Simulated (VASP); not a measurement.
Here is the system:

```
CELL_PARAMETERS angstrom
      1.54828    -2.68170     0.00000
      1.54828     2.68170     0.00000
      0.00000     0.00000    12.06456
ATOMIC_POSITIONS crystal
  Mo 0.33333 0.66667 0.25000
  Mo 0.66667 0.33333 0.75000
  S  0.33333 0.66667 0.87696
  S  0.66667 0.33333 0.37696
  S  0.66667 0.33333 0.12304
  S  0.33333 0.66667 0.62304
```

Level of theory: PBE GGA with D3 dispersion (zero damping), VASP's PBE PAW potentials (set 64) (plane waves; VASP). Run with 520 eV cut-off, 8×8×2 Γ-centred mesh, Gaussian smearing of 0.050 eV, potentials Mo_sv S.

Task: The ions and cell shape at fixed volume are relaxed. Predict the relaxed structure.

Result: 
```
CELL_PARAMETERS angstrom
      1.56663    -2.71347     0.00000
      1.56663     2.71347     0.00000
      0.00000     0.00000    11.78362
ATOMIC_POSITIONS crystal
  Mo 0.33333 0.66667 0.25000
  Mo 0.66667 0.33333 0.75000
  S  0.33333 0.66667 0.88283
  S  0.66667 0.33333 0.38283
  S  0.66667 0.33333 0.11717
  S  0.33333 0.66667 0.61717
```
Space group P6_3/mmc (194), at a tolerance of 0.03 Å.

Task: How much energy does the relaxation gain?

Result: The energy (σ→0) changes by -23.7 meV/atom, in 8 ionic steps.

The compound is MoS2 in the 2H layered structure. This cell is one point of a volume scan, at 0.94 of the reference volume. Symmetry was kept, so distortions that lower it aren't found.
